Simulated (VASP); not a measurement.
# Pd: relaxation of cell and atoms with r2SCAN

Crystal: Pd.

```xyz
1
Lattice="0.0000 1.9465 1.9465 1.9465 0.0000 1.9465 1.9465 1.9465 0.0000" Properties=species:S:1:pos:R:3 pbc="T T T"
Pd    0.0000    0.0000    0.0000
```

```
Program                : VASP 6.6.1
Task                   : relaxation of cell and atoms
Functional             : r2SCAN
Potentials or basis    : VASP PAW PBE potentials, release 64 (Pd)
Cutoff                 : 600 eV
k mesh                 : 18 × 18 × 18
Occupations            : gaussian, width 0.1 eV
Spin                   : no spin polarisation
Further INCAR settings : ALGO = Normal; EDIFF = 1e-07; IBRION = 2; EDIFFG = -0.004; NSW = 80; ISIF = 3
```

```json
{"Relaxed volume": "14.97 Å³/atom", "Relaxed cell": "a = 2.766 Å, b = 2.766 Å, c = 2.766 Å, α = 60.00°, β = 60.00°, γ = 60.00°", "Space group after relaxing (to 0.05 Å)": "Fm-3m (No. 225)", "Energy gained by relaxing": "1.9 meV/atom", "Ionic steps": "3", "Pressure after relaxing": "0.0 GPa", "Band gap on the k mesh": "none (metal or under the smearing width)"}
```

The path:
| step | energy change (eV) | largest force (eV/Å) | pressure (GPa) | volume (Å³) |
| --- | --- | --- | --- | --- |
| 1 | 0.0000 | 0.0000 | 2.83 | 14.75 |
| 2 | 0.0026 | 0.0000 | -4.02 | 15.31 |
| 3 | -0.0019 | 0.0000 | 0.00 | 14.97 |

Final structure:
```
CELL_PARAMETERS angstrom
0.00000 1.95596 1.95596
1.95596 0.00000 1.95596
1.95596 1.95596 0.00000
ATOMIC_POSITIONS crystal
Pd 0.00000 0.00000 0.00000
```

Levels at points of the mesh, in eV from the Fermi level:
```
           k point  band 2  band 3  band 4  band 5  band 6  band 7  band 8  band 9
(0.00, 0.00, 0.00)   -2.85   -2.85   -2.85   -1.28   -1.28   18.02   22.51   22.92
(0.50, 0.00, 0.00)   -2.92   -2.92   -0.04   -0.04    1.32    7.59   17.41   21.98
(0.50, 0.50, 0.00)   -5.14   -0.10    0.30    0.30    3.66   11.16   13.85   13.85
```

Run time: 4.2 min on 1 thread of Intel(R) Xeon(R) Platinum 8259CL CPU @ 2.50GHz (Skylake/Cascade Lake) (shared host), peak memory 0.18 GiB.

Caveat: the PAW data sets were made with another functional, which shifts forces and pressure a little. Zero-point motion and thermal expansion aren't in these numbers.
